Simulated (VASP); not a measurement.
# CaZr2N2 (I4/mmm) in VASP: single point with PBE

Aim: the single point of CaZr2N2 with PBE.

Program: VASP 6.6.1. These are calculated values, not measurements. Logs are shortened: lines on timing, memory, paths and dates and some standing lists are left out, and cuts for length are marked.

### 1 Starting point

Symmetry: I4/mmm, No. 139, tetragonal system. The conventional cell has a = 3.259 Å, b = 3.259 Å, c = 14.911 Å, α = 90.00°, β = 90.00°, γ = 90.00°. Ca (site symmetry 4/mmm) has 2 N at 2.58 Å as nearest neighbours. Zr (site symmetry 4mm) is surrounded by 5 N at 2.24 to 2.31 Å. N (site symmetry 4mm) is surrounded by 5 Zr at 2.24 to 2.31 Å.

The cell was built by a generator and needn't be a form met in nature.

### 2 Single point, PBE

INCAR reads:

```
PREC = Normal
ENCUT = 520
EDIFF = 1E-5
ISMEAR = 0
SIGMA = 0.15
LREAL = Auto
LASPH = T
NELM = 80
ALGO = Fast
ISIF = 2
LWAVE = F
LCHARG = F
GGA = PE
KPAR = 4
```

KPOINTS reads:

```
regular mesh
0
Gamma
  4 4 4
```

POSCAR reads:

```
CaZr2N2
1.0
   -3.2593400000      3.2593400000     14.9113000000
    1.6296700000     -1.6296700000      7.4556500000
    1.6296700000      1.6296700000     -7.4556500000
Ca Zr N
2 4 4
Direct
    0.0000000000      0.0000000000      0.0000000000
    0.5000000000      0.0000000000      0.0000000000
    0.3385545000      0.6771090000      0.0000000000
    0.8385545000      0.6771090000      0.0000000000
    0.1614455000      0.3228910000      0.0000000000
    0.6614455000      0.3228910000      0.0000000000
    0.0864295000      0.1728590000      0.0000000000
    0.5864295000      0.1728590000      0.0000000000
    0.4135705000      0.8271410000      0.0000000000
    0.9135705000      0.8271410000      0.0000000000
```

Potentials or basis: VASP PAW PBE potentials, release 64 (Ca_sv, Zr_sv, N).

On the command line:

```
cat potpaw_PBE.64/Ca_sv/POTCAR potpaw_PBE.64/Zr_sv/POTCAR potpaw_PBE.64/N/POTCAR > POTCAR
mpirun -np 4 vasp_std > vasp.out
```

OUTCAR:

```text
PREC = Normal
   ENCUT = 520
   EDIFF = 1E-5
   ISMEAR = 0
   LREAL = Auto
   LASPH = T
   NELM = 80
   ISIF = 2
   GGA = PE

 ion  position               nearest neighbor table
   1  0.000  0.000  0.000-   3 3.51   4 3.51   5 3.51   3 3.51   6 3.51   4 3.51   5 3.51   6 3.51

   2  0.500  0.000  0.000-   4 3.51   3 3.51   6 3.51   4 3.51   5 3.51   3 3.51   6 3.51   5 3.51

   3  0.339  0.677  0.000-   9 2.24   7 2.31   8 2.31   8 2.31   7 2.31   6 3.17   5 3.17   6 3.17
                             5 3.17   4 3.26   4 3.26   2 3.51   1 3.51   1 3.51   2 3.51
   4  0.839  0.677  0.000-  10 2.24   8 2.31   7 2.31   7 2.31   8 2.31   5 3.17   6 3.17   5 3.17
                             6 3.17   3 3.26   3 3.26   1 3.51   2 3.51   2 3.51   1 3.51
   5  0.161  0.323  0.000-   7 2.24  10 2.31   9 2.31   9 2.31  10 2.31   4 3.17   3 3.17   3 3.17
                             4 3.17   6 3.26   6 3.26   1 3.51   2 3.51   2 3.51   1 3.51
   6  0.661  0.323  0.000-   8 2.24   9 2.31  10 2.31  10 2.31   9 2.31   3 3.17   4 3.17   4 3.17
                             3 3.17   5 3.26   5 3.26   2 3.51   1 3.51   1 3.51   2 3.51
   7  0.086  0.173  0.000-   5 2.24   4 2.31   3 2.31   3 2.31   4 2.31
   8  0.586  0.173  0.000-   6 2.24   3 2.31   4 2.31   4 2.31   3 2.31
   9  0.414  0.827  0.000-   3 2.24   6 2.31   5 2.31   6 2.31   5 2.31
  10  0.914  0.827  0.000-   4 2.24   5 2.31   6 2.31   5 2.31   6 2.31

  LATTYP: Found a base centered monoclinic cell.
 ALAT       =    15.2633602108
 B/A-ratio  =     0.2135401350
 C/A-ratio  =     0.4270802700
 COS(beta)  =    -0.2135401350

  Lattice vectors:

 A1 = (  -1.6296700000,  -1.6296700000,   7.4556500000)
 A2 = (   1.6296700000,  -1.6296700000,   7.4556500000)
 A3 = (  -0.0000000000,   6.5186800000,   0.0000000000)

Analysis of symmetry for initial positions (statically):
=====================================================================
 Subroutine PRICEL returns following result:

  LATTYP: Found a body centered tetragonal cell.
 ALAT       =     3.2593400000
 C/A-ratio  =     4.5749446207

  Lattice vectors:

 A1 = (  -1.6296700000,   1.6296700000,   7.4556500000)
 A2 = (   1.6296700000,  -1.6296700000,   7.4556500000)
 A3 = (   1.6296700000,   1.6296700000,  -7.4556500000)

   2 primitive cells build up your supercell.

 Routine SETGRP: Setting up the symmetry group for a
 base centered monoclinic supercell.

 Subroutine GETGRP returns: Found  4 space group operations
 (whereof  4 operations were pure point group operations)
 out of a pool of  4 trial point group operations.

The static configuration has the point symmetry C_2h.

Analysis of symmetry for dynamics (positions and initial velocities):
=====================================================================
 Subroutine PRICEL returns following result:

  LATTYP: Found a body centered tetragonal cell.
 ALAT       =     3.2593400000
 C/A-ratio  =     4.5749446207

  Lattice vectors:

 A1 = (  -1.6296700000,   1.6296700000,   7.4556500000)
 A2 = (   1.6296700000,  -1.6296700000,   7.4556500000)
 A3 = (   1.6296700000,   1.6296700000,  -7.4556500000)

   2 primitive cells build up your supercell.

 Routine SETGRP: Setting up the symmetry group for a
 base centered monoclinic supercell.

 Subroutine GETGRP returns: Found  4 space group operations
 (whereof  4 operations were pure point group operations)
 out of a pool of  4 trial point group operations.

The dynamic configuration has the point symmetry C_2h.

 Subroutine INISYM returns: Found  4 space group operations
 (whereof  4 operations are pure point group operations),
 and found     2 'primitive' translations

----------------------------------------------------------------------------------------

                                     Primitive cell

  volume of cell :      79.2036

  direct lattice vectors                    reciprocal lattice vectors
    -1.629670000  1.629670000  7.455650000     0.000000000  0.306810581  0.067063234
     1.629670000 -1.629670000  7.455650000     0.306810581  0.000000000  0.067063234
     1.629670000  1.629670000 -7.455650000     0.306810581  0.306810581  0.000000000

  length of vectors
     7.803740484  7.803740484  7.803740484     0.314054470  0.314054470  0.433895685

  position of ions in fractional coordinates (direct lattice)
     0.000000000  0.000000000  0.000000000
     0.677109000  0.677109000  0.000000000
     0.322891000  0.322891000  0.000000000
     0.172859000  0.172859000  0.000000000
     0.827141000  0.827141000  0.000000000

  ion indices of the primitive-cell ions
   primitive index   ion index
                 1           1
                 2           4
                 3           5
                 4           7
                 5          10

----------------------------------------------------------------------------------------

 KPOINTS: regular mesh

Automatic generation of k-mesh.
 Grid dimensions read from file:
 generate k-points for:    4    4    4

 Generating k-lattice:

  Cartesian coordinates                     Fractional coordinates (reciprocal lattice)
     0.000000000  0.038351323  0.008382904     0.250000000  0.000000000 -0.000000000
     0.076702645  0.000000000  0.016765808     0.000000000  0.250000000 -0.000000000
     0.076702645  0.076702645  0.000000000     0.000000000  0.000000000  0.250000000

  Length of vectors
     0.039256809  0.078513618  0.108473921

  Shift w.r.t. Gamma in fractional coordinates (k-lattice)
     0.000000000  0.000000000  0.000000000

 Subroutine IBZKPT returns following result:
 ===========================================

 Found     24 irreducible k-points:

 Following reciprocal coordinates:
            Coordinates               Weight
  0.000000  0.000000  0.000000      1.000000
  0.250000  0.000000 -0.000000      2.000000
  0.500000  0.000000 -0.000000      1.000000
  0.000000  0.250000 -0.000000      4.000000
  0.250000  0.250000 -0.000000      4.000000
  0.500000  0.250000 -0.000000      4.000000
[... 16 lines left out ...]
  0.250000  0.500000  0.500000      2.000000
  0.500000  0.500000  0.500000      1.000000
   k-points           NKPTS =     24   k-points in BZ     NKDIM =     24   number of bands    NBANDS=     52
   number of dos      NEDOS =    301   number of ions     NIONS =     10
   total plane-waves  NPLWV = 207360
   dimension x,y,z NGX =    90 NGY =   48 NGZ =   48
   dimension x,y,z NGXF=   180 NGYF=   96 NGZF=   96
   ions per type =               2   4   4
   NGX,Y,Z   is equivalent  to a cutoff of   9.59, 10.23, 10.23 a.u.
   NGXF,Y,Z  is equivalent  to a cutoff of  19.17, 20.45, 20.45 a.u.
 SYSTEM =  unknown system
   PREC   = normal    normal or accurate (medium, high low for compatibility)
   ISTART =      0    job   : 0-new  1-cont  2-samecut
   ICHARG =      2    charge: 1-file 2-atom 10-const
   ISPIN  =      1    spin polarized calculation?
   LNONCOLLINEAR =      F non collinear calculations
   LSORBIT =      F    spin-orbit coupling
   LASPH  =      T    aspherical Exc in radial PAW
   ENCUT  =  520.0 eV  38.22 Ry    6.18 a.u.  29.02 14.51 14.51*2*pi/ulx,y,z
   NELM   =     80;   NELMIN=  2; NELMDL= -5     # of ELM steps
   EDIFF  = 0.1E-04   stopping-criterion for ELM
   LREAL  =      T    real-space projection
   EDIFFG = 0.1E-03   stopping-criterion for IOM
   NSW    =      0    number of steps for IOM
   IBRION =     -1    ionic relax: 0-MD 1-quasi-New 2-CG
   NFREE  =      0    steps in history (QN), initial steepest desc. (CG)
   ISIF   =      2    stress and relaxation
   ISYM   =      2    0-nonsym 1-usesym 2-fastsym
   POTIM  = 0.5000    time-step for ionic-motion
   TEBEG  =    0.0;   TEEND  =   0.0 temperature during run
   PSTRESS=    0.0 pullay stress
   NELECT =      88.0000    total number of electrons
   NUPDOWN=      -1.0000    fix difference up-down
   EMIN   =  10.00;   EMAX   =-10.00  energy-range for DOS
   EFERMI =   0.00;   METHOD = LEGACY
   ISMEAR =     0;   SIGMA  =   0.15  broadening in eV -4-tet -1-fermi 0-gaus
   EFERMI_NEDOS =   21; number of points for ismear=-14 and -15
   IALGO  =     68    algorithm
   IMIX   =      4    mixing-type and parameters
     AMIX     =   0.40;   BMIX     =  1.00
     AMIX_MAG =   1.60;   BMIX_MAG =  1.00
  volume/ion in A,a.u.               =      15.84       106.90
  Fermi-wavevector in a.u.,A,eV,Ry     =   1.345790  2.543175 24.642218  1.811152
  Thomas-Fermi vector in A             =   2.473675
   LORBIT       =      0    0 simple, 1 ext, 2 COOP (PROOUT), +10 PAW based schemes
   GGA     = PE    functional components
   LHFCALC =     F    Hartree Fock is set to
   AEXX    =    0.0000 exact exchange contribution
   IVDW    =     0    specifies the selected vdW correction
   LEPSILON=     F    determine dielectric tensor
   LRPA    =     F    only Hartree local field effects (RPA)
 non-spin polarized calculation
 RMM-DIIS sequential band-by-band and
 Gauss-broadening in eV      SIGMA  =   0.15
  energy-cutoff  :      520.00
  volume of cell :      158.41
 maximum number of plane-waves:      4292
   NGX = 57   NGY = 29   NGZ = 29

 number of electron      88.0000001 magnetization

 Free energy of the ion-electron system (eV)
  ---------------------------------------------------
  ext. energy  EPLUGINS =         0.00000000
  ---------------------------------------------------
  free energy    TOTEN  =       -83.95685487 eV

  energy without entropy =      -83.89570614  energy(sigma->0) =      -83.92628050

 E-fermi :   8.1853     XC(G=0): -11.0920

 val. band max:        8.1579235083   @ k =  -0.2500   0.5000   0.2500
 cond. band min:       8.1976591956   @ k =   0.0000   0.0000   0.0000
 fundamental gap:      0.0397356872
 Fermi energy:         8.1853283866

 k-point     1 :       0.0000    0.0000    0.0000
  band No.  band energies     occupation
      1     -41.0611      2.00000
      2     -40.9562      2.00000
      3     -40.9562      2.00000
      4     -40.9397      2.00000
      5     -32.4908      2.00000
      6     -32.4436      2.00000
[... 44 lines left out ...]
     51      11.0105      0.00000
     52      11.1603      0.00000
[... 1263 lines left out ...]
     51       9.6698      0.00000
     52       9.6703      0.00000

------------------------ aborting loop because EDIFF is reached ----------------------------------------

  FORCE on cell =-STRESS in cart. coord.  units (eV):
  Direction    XX          YY          ZZ          XY          YZ          ZX
  --------------------------------------------------------------------------------------
  -------------------------------------------------------------------------------------
  Total        0.0086228     -0.0263842     -0.0833349      0.0000000     -0.0250268      0.0000000
  in kB        0.0872131     -0.2668581     -0.8428745      0.0000000     -0.2531286      0.0000000
  external PRESSURE =      -0.3408398 kB  Pullay stress =       0.0000000 kB

 VOLUME and BASIS-vectors are now :
 -----------------------------------------------------------------------------
  energy-cutoff  :      520.00
  volume of cell :      158.41
      direct lattice vectors                 reciprocal lattice vectors
    -3.259340000  3.259340000 14.911300000     0.000000000  0.153405291  0.033531617
     1.629670000 -1.629670000  7.455650000     0.306810581  0.000000000  0.067063234
     1.629670000  1.629670000 -7.455650000     0.306810581  0.306810581  0.000000000

 POSITION                                       TOTAL-FORCE (eV/Angst)
 -----------------------------------------------------------------------------------
      0.00000      0.00000      0.00000         0.000000     -0.000000     -0.000000
     -1.62967      1.62967      7.45565         0.000000     -0.000000     -0.000000
      0.00000      0.00000     10.09658         0.000000      0.003253      0.010367
     -1.62967      1.62967     17.55223        -0.000000      0.003253      0.010367
      0.00000      0.00000      4.81472        -0.000000     -0.003253     -0.010367
     -1.62967      1.62967     12.27037        -0.000000     -0.003253     -0.010367
      0.00000      0.00000      2.57755         0.000000     -0.008306     -0.109756
     -1.62967      1.62967     10.03320         0.000000     -0.008306     -0.109756
      0.00000      0.00000     12.33375         0.000000      0.008306      0.109756
     -1.62967      1.62967     19.78940        -0.000000      0.008306      0.109756
 -----------------------------------------------------------------------------------
    total drift:                                0.000000     -0.000000      0.000000

  FREE ENERGIE OF THE ION-ELECTRON SYSTEM (eV)
  ---------------------------------------------------
  free  energy   TOTEN  =       -83.9568548711 eV

  energy  without entropy=      -83.8957061355  energy(sigma->0) =      -83.92628050
```

It took 10 min on 4 MPI ranks of AMD EPYC 7R13 (Zen 3), shared host; peak memory 0.56 GiB.

What came out:

```
Free energy            : -83.9569 eV
Pressure               : 0.0 GPa
Largest force          : 0.110 eV/Å
Band gap on the k mesh : none (metal or under the smearing width)
```

Forces on the atoms (eV/Å):
```
Ca   0.000  0.000  0.000
Ca   0.000  0.000  0.000
Zr   0.000  0.003  0.010
Zr   0.000  0.003  0.010
Zr   0.000 -0.003 -0.010
Zr   0.000 -0.003 -0.010
N    0.000 -0.008 -0.110
N    0.000 -0.008 -0.110
N    0.000  0.008  0.110
N    0.000  0.008  0.110
```

Levels at points of the mesh, in eV from the Fermi level:
```csv
k point,band 40,band 41,band 42,band 43,band 44,band 45,band 46,band 47,band 48,band 49
"(0.00, 0.00, 0.00)",-2.56,-2.52,-2.52,-0.85,-0.17,0.01,0.91,0.93,0.93,1.93
"(0.50, 0.00, 0.00)",-4.03,-1.80,-1.80,-0.06,-0.06,0.43,0.43,0.94,0.94,1.43
"(0.00, 0.50, 0.00)",-3.47,-1.91,-1.61,-0.51,-0.16,0.01,0.90,1.33,2.05,2.41
"(0.50, 0.50, 0.00)",-4.02,-0.80,-0.80,-0.76,-0.76,0.33,0.33,1.54,1.54,2.03
"(0.00, 0.50, 0.50)",-2.57,-2.56,-1.50,-0.73,-0.17,0.01,0.58,0.91,1.11,1.11
"(0.50, 0.50, 0.50)",-4.03,-1.18,-1.18,-0.09,-0.09,0.41,0.41,0.95,0.95,1.30
```

Caveat: the k mesh is coarse (spacing up to 0.68 Å⁻¹), so the values aren't converged.
